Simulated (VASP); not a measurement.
# Fe (Iron-alpha) with PBE + D3(BJ): from relaxation to properties, part 2 of 5

What structure and properties does PBE + D3(BJ) give Fe (Iron-alpha), and how near are they to the measured ones? Left out of this account: 1 further run (phonons: it ended without a result to show). The start is a cell from a database of measured crystal structures.

VASP 6.6.1, plane waves and PAW; the level of theory is named at each step.

So far, moment of the cell, from the last line of the log (μB): step 2 (magnetic order: ferromagnetic) 2.25.

## 4. Magnetic order: antiferromagnetic, q = (1/2, 1/2, 1/2)

Level of this step: PBE with D3(BJ), spin-polarised from an antiferromagnetic start; plane waves and PAW (Fe) (VASP).

Next, a pattern with opposite moments, which needs a doubled cell; q is given in the reciprocal vectors of the primitive cell.

INCAR

```
SYSTEM = Fe
PREC = Accurate
ENCUT = 400
EDIFF = 1E-06
NELM = 100
ISMEAR = 1
SIGMA = 0.2
LREAL = .FALSE.
ALGO = Normal
GGA = PE
IVDW = 12
NBANDS = 15
ISPIN = 2
MAGMOM = 3 -3
LASPH = .TRUE.
LMAXMIX = 4
LORBIT = 11
LWAVE = .FALSE.
LCHARG = .FALSE.
KPAR = 4
ISIF = 2
```

POSCAR

```
Fe
1.0
   -2.8665000000      2.8665000000      2.8665000000
    0.0000000000      0.0000000000      2.8665000000
    0.0000000000      2.8665000000      0.0000000000
Fe
2
Direct
    0.0000000000      0.0000000000      0.0000000000
    0.5000000000      0.0000000000      0.0000000000
```

KPOINTS

```
Automatic mesh
0
Gamma
11 11 11
0 0 0
```

PAW data sets: Fe (PBE family, release 64).

On the command line:

```bash
$ mpirun -np 4 vasp_std
```

The log of the run:

```text
[... set-up lines as in an earlier step ...]
 entering main loop
       N       E                     dE             d eps       ncg     rms          rms(c)
DAV:   1     0.672740895357E+02    0.67274E+02   -0.62020E+03  3520   0.112E+03
DAV:   2    -0.165903857561E+02   -0.83864E+02   -0.76095E+02  3367   0.224E+02
DAV:   3    -0.181969847219E+02   -0.16066E+01   -0.15372E+01  4081   0.441E+01
DAV:   4    -0.182075688181E+02   -0.10584E-01   -0.10582E-01  4109   0.306E+00
DAV:   5    -0.182077265043E+02   -0.15769E-03   -0.15768E-03  4179   0.376E-01    0.158E+01
DAV:   6    -0.157773347721E+02    0.24304E+01   -0.11626E+01  3479   0.712E+01    0.746E+00
DAV:   7    -0.155664249927E+02    0.21091E+00   -0.10349E+00  3640   0.203E+01    0.383E+00
DAV:   8    -0.155515978651E+02    0.14827E-01   -0.97061E-03  4262   0.147E+00    0.118E+00
DAV:   9    -0.155409785714E+02    0.10619E-01   -0.50272E-03  5107   0.158E+00    0.355E-01
DAV:  10    -0.155404077060E+02    0.57087E-03   -0.14459E-03  5317   0.786E-01    0.166E-01
DAV:  11    -0.155405336030E+02   -0.12590E-03   -0.28034E-04  5415   0.359E-01    0.102E-01
DAV:  12    -0.155404873711E+02    0.46232E-04   -0.24507E-05  5478   0.101E-01    0.208E-02
DAV:  13    -0.155404656105E+02    0.21761E-04   -0.46106E-06  4165   0.348E-02    0.703E-03
DAV:  14    -0.155404629015E+02    0.27090E-05   -0.27238E-07  1848   0.714E-03    0.377E-03
DAV:  15    -0.155404639750E+02   -0.10735E-05   -0.75328E-08  1764   0.695E-03    0.114E-03
DAV:  16    -0.155404640135E+02   -0.38448E-07   -0.37486E-08  1764   0.317E-03
   1 F= -.16229159E+02 E0= -.16227938E+02  d E =-.366337E-02  mag=     0.0000
```

The job ended after 8.6 s (4 MPI ranks of AMD EPYC 9R45, shared host; peak memory 0.56 GiB).

From OUTCAR (step 4):

```text
  LATTYP: Found a simple cubic cell.
 ALAT       =     2.8665000000

The static configuration has the point symmetry O_h .

 Found     56 irreducible k-points:

   k-points           NKPTS =     56   k-points in BZ     NKDIM =     56   number of bands    NBANDS=     15

   dimension x,y,z NGX =    32 NGY =   20 NGZ =   20
   dimension x,y,z NGXF=    64 NGYF=   40 NGZF=   40

   ENCUT  =  400.0 eV  29.40 Ry    5.42 a.u.   8.10  4.67  4.67*2*pi/ulx,y,z

   NELECT =      16.0000    total number of electrons

 E-fermi :   5.7416

 spin component 1
 k-point     1 :       0.0000    0.0000    0.0000
  band No.  band energies     occupation
    ...
      2       1.4968      1.00000
      3       1.4968      1.00000
      4       3.9238      1.00000
      5       3.9238      1.00000
      6       3.9238      1.00000
      7       5.8268      0.17317
      8       5.8269      0.17289
      9       6.6990     -0.00000
     10       6.6991     -0.00000
     11       6.6991     -0.00000
    ...

 k-point     2 :       0.0909    0.0000    0.0000
  band No.  band energies     occupation
    ...
      2       1.5618      1.00000
      3       1.5647      1.00000
      4       3.9129      1.00000
      5       3.9129      1.00000
      6       3.9632      1.00000
      7       5.7544      0.44585
      8       5.8547      0.09607
      9       6.5535     -0.00000
     10       6.5536     -0.00000
     11       6.6550     -0.00000
    ...

 k-point     3 :       0.1818    0.0000    0.0000
  band No.  band energies     occupation
    ...
      3       1.7607      1.00000
      4       3.8889      1.00000
      5       3.8890      1.00000
      6       4.0773      1.00000
      7       5.5458      1.02278
      8       5.9245     -0.01384
      9       6.1907     -0.00334
     10       6.1908     -0.00334
     11       6.5298     -0.00000
     12      12.1709      0.00000
    ...

 k-point     4 :       0.2727    0.0000    0.0000
  band No.  band energies     occupation
    ...
      3       2.0589      1.00000
      4       3.8684      1.00000
      5       3.8685      1.00000
      6       4.2474      1.00000
      7       5.2300      1.00089
      8       5.7572      0.43401
      9       5.7573      0.43364
     10       5.9915     -0.03537
     11       6.3452     -0.00008
     12      10.1234      0.00000
    ...

 Edisp (eV)   -0.68869

  Total      -2.33636    -2.33636    -2.33636     0.00000     0.00000    -0.00000
  in kB    -158.92588  -158.92588  -158.92588     0.00000     0.00000    -0.00000
  external pressure =     -158.93 kB  Pullay stress =        0.00 kB

  energy-cutoff  :      400.00
  volume of cell :       23.55
      direct lattice vectors                 reciprocal lattice vectors
    -2.866500000  2.866500000  2.866500000    -0.348857492  0.000000000  0.000000000
     0.000000000  0.000000000  2.866500000     0.348857492  0.000000000  0.348857492
     0.000000000  2.866500000  0.000000000     0.348857492  0.348857492  0.000000000

 POSITION                                       TOTAL-FORCE (eV/Angst)
 -----------------------------------------------------------------------------------
      0.00000      0.00000      0.00000        -0.000000      0.000000      0.000000
     -1.43325      1.43325      1.43325         0.000000     -0.000000     -0.000000
 -----------------------------------------------------------------------------------
    total drift:                               -0.000000     -0.000000      0.000000

  FREE ENERGIE OF THE ION-ELECTRON SYSTEM (eV)
  ---------------------------------------------------
  free  energy   TOTEN  =       -16.2291589918 eV

  energy  without entropy=      -16.2254956228  energy(sigma->0) =      -16.22793787

 total charge
# of ion       s       p       d       tot
------------------------------------------
    1        0.477   0.510   6.208   7.195
    2        0.477   0.510   6.208   7.195
--------------------------------------------------
tot          0.954   1.021  12.416  14.391

 magnetization (x)
# of ion       s       p       d       tot
------------------------------------------
    1        0.023   0.028   1.646   1.697
    2       -0.023  -0.028  -1.646  -1.697
--------------------------------------------------
tot          0.000   0.000   0.000   0.000

[... 1 part as in an earlier step ...]

[... 6 further parts left out ...]
```

At this level the cell is under a tension of 15.9 GPa, so at these settings it is away from equilibrium.

This step gave:

```yaml
scf_cycles: 16
irreducible_k_points: 56
symmetry_operations: 48
free_energy_toten: -16.23 eV
energy_at_zero_smearing: -16.23 eV
fermi_energy: 5.742 eV
pressure: -15.89 GPa
```

Spin moment in the PAW sphere by atom:

```csv
atom,spin moment in the PAW sphere (μB)
Fe1,1.70
Fe2,-1.70
```

The energy lies +463.8 meV an atom from the first pattern. The run ends antiferromagnetic with a largest moment of 1.70 μB, and the mesh shows no gap.

## 5. The orders side by side

This step: collinear orders at PBE; plane waves and PAW (VASP 6.6.1).

This step runs nothing: it gathers the runs above.

Patterns, by row:

| start | atoms | energy less that of the first (meV/atom) | largest site moment (μB) | end state |
| --- | --- | --- | --- | --- |
| ferromagnetic | 1 | 0 | 2.25 | ferromagnetic |
| antiferromagnetic, q = (0, 0, 1/2) | 2 | 223.7 | 2.06 | antiferromagnetic |
| antiferromagnetic, q = (1/2, 1/2, 1/2) | 2 | 463.8 | 1.7 | antiferromagnetic |

The session goes on in the lowest magnetic state found: ferromagnetic. The next one lies 223.7 meV an atom higher.

## 6. Full relaxation (PBE + D3(BJ))

This step: PBE with D3(BJ), spin-polarised from a ferromagnetic start (one magnetic atom a cell); plane waves and PAW (Fe) (VASP 6.6.1).

System of this step: Fe (Iron-alpha). The structure is cubic, space group Im-3m (No. 229). The conventional cell has a = 2.866 Å, b = 2.866 Å, c = 2.866 Å, α = 90.00°, β = 90.00°, γ = 90.00°. Fe has 8 Fe at 2.48 Å nearest.

The start need not lie at this functional's minimum. ISIF = 3 frees volume, shape and positions, and EDIFFG sets the threshold on forces and stress at which the search stops.

INCAR: that of step 4 with these lines changed.

```diff
@@ -11,5 +11,5 @@
 IVDW = 12
-NBANDS = 15
+NBANDS = 12
 ISPIN = 2
-MAGMOM = 3 -3
+MAGMOM = 2.25
 LASPH = .TRUE.
@@ -20,2 +20,5 @@
 KPAR = 4
-ISIF = 2
+IBRION = 2
+NSW = 60
+ISIF = 3
+EDIFFG = -0.01
```

POSCAR

```
Fe
1.0
   -1.4332500000      1.4332500000      1.4332500000
    1.4332500000     -1.4332500000      1.4332500000
    1.4332500000      1.4332500000     -1.4332500000
Fe
1
Direct
    0.0000000000      0.0000000000      0.0000000000
```

KPOINTS

```
Automatic mesh
0
Gamma
9 9 9
0 0 0
```

On the command line:

```bash
$ mpirun -np 4 vasp_std
```

The log of the run:

```text
[... set-up lines as in an earlier step ...]
 entering main loop
       N       E                     dE             d eps       ncg     rms          rms(c)
DAV:   1     0.155390290330E+02    0.15539E+02   -0.32788E+03  1884   0.658E+02
DAV:   2    -0.870398497106E+01   -0.24243E+02   -0.22324E+02  1752   0.115E+02
DAV:   3    -0.928445943439E+01   -0.58047E+00   -0.57803E+00  1940   0.208E+01
DAV:   4    -0.928646711096E+01   -0.20077E-02   -0.20074E-02  1888   0.109E+00
DAV:   5    -0.928647957686E+01   -0.12466E-04   -0.12466E-04  1952   0.896E-02    0.110E+01
DAV:   6    -0.834364735148E+01    0.94283E+00   -0.11770E+01  1900   0.444E+01    0.610E+00
DAV:   7    -0.824600991361E+01    0.97637E-01   -0.89751E-01  1920   0.118E+01    0.353E+00
DAV:   8    -0.823898802967E+01    0.70219E-02   -0.74195E-03  1992   0.598E-01    0.130E+00
DAV:   9    -0.823208739742E+01    0.69006E-02   -0.62574E-03  2208   0.474E-01    0.304E-01
DAV:  10    -0.823186100786E+01    0.22639E-03   -0.54813E-04  1856   0.257E-01    0.486E-02
DAV:  11    -0.823188234606E+01   -0.21338E-04   -0.48560E-05  1936   0.751E-02    0.373E-02
DAV:  12    -0.823188172109E+01    0.62497E-06   -0.60360E-06  1860   0.241E-02
   1 F= -.85762292E+01 E0= -.85756477E+01  d E =-.857623E+01  mag=     2.1728
 curvature:   0.00 expect dE= 0.000E+00 dE for cont linesearch  0.000E+00
 trial: gam= 0.00000 g(F)=  0.117E-63 g(S)=  0.138E+00 ort = 0.000E+00 (trialstep = 0.100E+01)
 search vector abs. value=  0.138E+00
 bond charge predicted
       N       E                     dE             d eps       ncg     rms          rms(c)
DAV:   1    -0.970559697940E+01   -0.14737E+01   -0.27765E+01  1860   0.740E+01    0.121E+01
DAV:   2    -0.823966119959E+01    0.14659E+01   -0.89389E+00  1888   0.402E+01    0.851E+00
DAV:   3    -0.819735423282E+01    0.42307E-01   -0.25633E-01  1948   0.679E+00    0.403E+00
DAV:   4    -0.818105703384E+01    0.16297E-01   -0.50089E-03  1864   0.687E-01    0.773E-01
DAV:   5    -0.816817456630E+01    0.12882E-01   -0.15628E-02  1932   0.849E-01    0.167E-01
DAV:   6    -0.816840420767E+01   -0.22964E-03   -0.57533E-04  1964   0.323E-01    0.813E-02
DAV:   7    -0.816839657404E+01    0.76336E-05   -0.26493E-05  1776   0.678E-02    0.454E-02
DAV:   8    -0.816839078361E+01    0.57904E-05   -0.52886E-06  1832   0.301E-02    0.791E-03
DAV:   9    -0.816839059636E+01    0.18726E-06   -0.13061E-06   916   0.108E-02
   2 F= -.85683992E+01 E0= -.85688962E+01  d E =0.782999E-02  mag=     2.0851
 trial-energy change:    0.007830  1 .order    0.025614   -0.137716    0.188944
 step:   0.5032(harm=  0.4216)  dis= 0.00000  next Energy=    -8.613148 (dE=-0.369E-01)
 bond charge predicted
       N       E                     dE             d eps       ncg     rms          rms(c)
DAV:   1    -0.865175313199E+01   -0.48336E+00   -0.73772E+00  1824   0.420E+01    0.580E+00
DAV:   2    -0.828487048170E+01    0.36688E+00   -0.34873E+00  1880   0.222E+01    0.535E+00
DAV:   3    -0.825261384380E+01    0.32257E-01   -0.19928E-01  1908   0.585E+00    0.217E+00
DAV:   4    -0.824802936768E+01    0.45845E-02   -0.19178E-03  1924   0.595E-01    0.638E-01
DAV:   5    -0.824415944358E+01    0.38699E-02   -0.45106E-03  1872   0.496E-01    0.969E-02
DAV:   6    -0.824423006673E+01   -0.70623E-04   -0.65873E-05  1864   0.968E-02    0.474E-02
DAV:   7    -0.824423173227E+01   -0.16655E-05   -0.11942E-05  1896   0.315E-02    0.223E-02
DAV:   8    -0.824423752574E+01   -0.57935E-05   -0.25710E-06  1848   0.167E-02    0.356E-03
DAV:   9    -0.824423747129E+01    0.54447E-07   -0.12890E-07   900   0.411E-03
   3 F= -.86152916E+01 E0= -.86161470E+01  d E =-.390624E-01  mag=     2.0808
 curvature:  -0.21 expect dE=-0.173E-05 dE for cont linesearch -0.173E-05
 trial: gam=-0.00773 g(F)=  0.000E+00 g(S)=  0.837E-05 ort = 0.107E-02 (trialstep = 0.901E+00)
 search vector abs. value=  0.608E-09
 reached required accuracy - stopping structural energy minimisation
```

The job ended after 6.2 s (4 MPI ranks; peak memory 0.48 GiB; 22 s of CPU time).

From OUTCAR (step 6):

```text
   k-points           NKPTS =     35   k-points in BZ     NKDIM =     35   number of bands    NBANDS=     12

   NELECT =       8.0000    total number of electrons

 Edisp (eV)   -0.40001

 E-fermi :   6.1604

 spin component 1
 k-point     1 :       0.0000    0.0000    0.0000
  band No.  band energies     occupation
    ...
      2       3.8584      1.00000
      3       3.8584      1.00000
      4       3.8584      1.00000
      5       5.1116      1.00000
      6       5.1116      1.00000
      7      31.5720      0.00000
      8      31.5720      0.00000
      9      31.5720      0.00000
     10      36.8871      0.00000
     11      36.8871      0.00000
    ...

 k-point     2 :       0.1111    0.0000    0.0000
  band No.  band energies     occupation
    ...
      2       3.7146      1.00000
      3       3.8349      1.00000
      4       4.1434      1.00000
      5       4.9878      1.00000
      6       5.1243      1.00000
      7      28.7785      0.00000
      8      30.7479      0.00000
      9      31.2936      0.00000
     10      35.6033      0.00000
     11      35.9543      0.00000
    ...

 Edisp (eV)   -0.37105

  Total      -0.00760    -0.00760    -0.00760     0.00000     0.00000     0.00000
  in kB      -1.11141    -1.11141    -1.11141     0.00000     0.00000     0.00000
  external pressure =       -1.11 kB  Pullay stress =        0.00 kB

 POSITION                                       TOTAL-FORCE (eV/Angst)
 -----------------------------------------------------------------------------------
      0.00000      0.00000      0.00000         0.000000      0.000000      0.000000
 -----------------------------------------------------------------------------------
    total drift:                                0.000000      0.000000      0.000000

  FREE ENERGIE OF THE ION-ELECTRON SYSTEM (eV)
  ---------------------------------------------------
  free  energy   TOTEN  =        -8.6152916060 eV

  energy  without entropy=       -8.6178577749  energy(sigma->0) =       -8.61614700

 reached required accuracy - stopping structural energy minimisation

 magnetization (x)
# of ion       s       p       d       tot
------------------------------------------
    1       -0.011  -0.053   2.135   2.071

[... 5 parts as in an earlier step ...]

[... 16 further parts left out ...]
```

CONTCAR:

```
Fe
   1.00000000000000
    -1.3993069448307331    1.3993069448307331    1.3993069448307331
     1.3993069448307331   -1.3993069448307331    1.3993069448307331
     1.3993069448307331    1.3993069448307331   -1.3993069448307331
  Fe
     1
Direct
     0.0000000000000000    0.0000000000000000    0.0000000000000000
```

The magnetic order is the lowest of the few collinear ones tried above; longer or canted patterns were not tried. The run keeps the 48 symmetry operations of its start, so it cannot find a distortion of lower symmetry.

Step by step:

```
step  energy less that of the first step (eV)  largest force (eV/Å)  pressure (GPa)  volume (Å³)
   1                                   0.0000                0.0000          -13.27        11.78
   2                                   0.0078                0.0000           21.04        10.19
   3                                  -0.0391                0.0000           -0.11        10.96
```

| conventional cell, symmetrised | before | after | change |
| --- | --- | --- | --- |
| a (Å) | 2.866 | 2.799 | -2.4 % |
| b (Å) | 2.866 | 2.799 | -2.4 % |
| c (Å) | 2.866 | 2.799 | -2.4 % |
| volume (Å³/atom) | 11.78 | 10.96 | -6.9 % |

The relaxed structure:

```xyz
1
Lattice="-1.3993 1.3993 1.3993 1.3993 -1.3993 1.3993 1.3993 1.3993 -1.3993" Properties=species:S:1:pos:R:3 pbc="T T T"
Fe    0.0000    0.0000    0.0000
```

Numbers from this step:

```
electrons                                         : 8
bands                                             : 12
irreducible k-points                              : 35
free energy (TOTEN)                               : -8.615 eV
energy at zero smearing                           : -8.616 eV
Fermi energy                                      : 6.160 eV
pressure                                          : -0.1111 GPa
moment of the cell, from the last line of the log : 2.081 μB
SCF cycles over all ionic steps                   : 30
```

Spin moment in the PAW sphere by atom:

| atom | spin moment in the PAW sphere (μB) |
| --- | --- |
| Fe1 | 2.07 |

It ends with forces that vanish by symmetry and a pressure of -0.11 GPa.

[end of part 2 of 5]

[Lines on the potential files, build, host, timing and source positions are cut from VASP's logs without a mark.]

[Logs are printed without paths, hosts, clocks, repeated set-up lines and the standing remarks that a program may print on its own settings, such as how far it seeks lower states.]

[Hosts, paths, dates, database ids (printed as entryN), source tags and the programs' standing remarks are cut or masked in the printed files.]

[Measured values are set beside computed ones only where the two were judged alike; some that the calculation misses by far are left out.]
